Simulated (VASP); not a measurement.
These are PBEsol GGA, VASP's PBE PAW potentials (set 64) (plane waves; VASP 6.6.1) values and carry that method's errors.

VASP input:

KPOINTS:
```
Regular mesh
0
G
 13 13 4
```

### INCAR
```
ENCUT=400   ! plane-wave cut-off (eV)
LREAL=F
NELM=100
ISMEAR=-5   ! tetrahedra, Bloechl
LMAXMIX=6
ALGO=Normal
SYSTEM=Pm
ISIF=2
PREC=Accurate
LASPH=T
GGA=PS   ! PBEsol
LCHARG=T
LORBIT=11   ! lm-projected
EDIFF=1E-7   ! SCF stop (eV)
NEDOS=601
LWAVE=F
```

POSCAR:
```
Pm
1
    3.5914951732     0.0000000000    -0.0000000000
   -1.7957475867     3.1103254922    -0.0000000000
    0.0000000000    -0.0000000000    11.5753158805
Pm
4
Direct
  0.0000000000   0.0000000000   0.0000000000
  0.0000000000   0.0000000000   0.5000000000
  0.3333330000   0.6666670000   0.2500000000
  0.6666670000   0.3333330000   0.7500000000
```

POTCAR, in this order: Pm_3 (PBE.64 set). Program: vasp_std.

The 4f electrons are frozen in the core of the lanthanide potential, so 4f levels, which can set the real gap, and their magnetism are missing.

Problem. Estimate the energy per atom (σ→0), band gap (on the k-mesh).

Solution. 
| Property | Result |
|---|---|
| energy per atom (σ→0) | -5.138 eV/atom |
| band gap (on the k-mesh) | none (metal, semimetal or under 0.01 eV) |

**OSZICAR**
```
...
DAV:   8    -0.205511225404E+02    0.16540E-02   -0.72296E-03  4158   0.479E-01    0.203E-01
DAV:   9    -0.205509874406E+02    0.13510E-03   -0.13630E-03  3932   0.217E-01    0.176E-01
DAV:  10    -0.205509768890E+02    0.10552E-04   -0.63847E-05  4244   0.433E-02    0.900E-03
DAV:  11    -0.205509761912E+02    0.69780E-06   -0.30195E-06  4128   0.102E-02    0.198E-02
DAV:  12    -0.205509767557E+02   -0.56449E-06   -0.48275E-07  3274   0.382E-03    0.429E-03
DAV:  13    -0.205509768610E+02   -0.10537E-06   -0.74233E-08  2234   0.194E-03    0.378E-03
DAV:  14    -0.205509768334E+02    0.27672E-07   -0.11961E-08  2172   0.731E-04
   1 F= -.20550977E+02 E0= -.20550977E+02  d E =0.000000E+00
```

The structure was generated: Pm was put into the dhcp type (P6_3/mmc), which need not be its known phase. It was relaxed first.
